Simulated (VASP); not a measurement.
Data:

```
V
1.0
   -2.36640     2.36640     1.29114
    2.36640    -2.36640     1.29114
    2.36640     2.36640    -1.29114
V
2
Direct
  0.75000   0.25000   0.50000
  0.00000   0.00000   0.00000
```
Starting moments (μB, in the order of the record's atoms V V): 2.0 2.0.

Level of theory: PBE GGA, VASP's PBE PAW potentials (set 64) (plane waves; VASP 6.6.1). Numerical set-up: 520 eV cut-off, 14×14×14 Γ-centred mesh, first-order Methfessel-Paxton smearing of 0.10 eV, potentials V_pv.

Q: Give the stress tensor in GPa (positive for a compressed cell).

A: 
```
-5.06   0.00   0.00
 0.00  -5.06   0.00
 0.00   0.00  -3.38
```
The pressure is its mean diagonal, -4.50 GPa.

The structure was generated: V was put into the beta-Sn type (I4_1/amd), which need not be its known phase. The cell was not relaxed at this level. The run is one of a series of settings (ENCUT = 520, POTCAR V_pv (PBE.64 set) against the base run), some of them coarse on purpose.
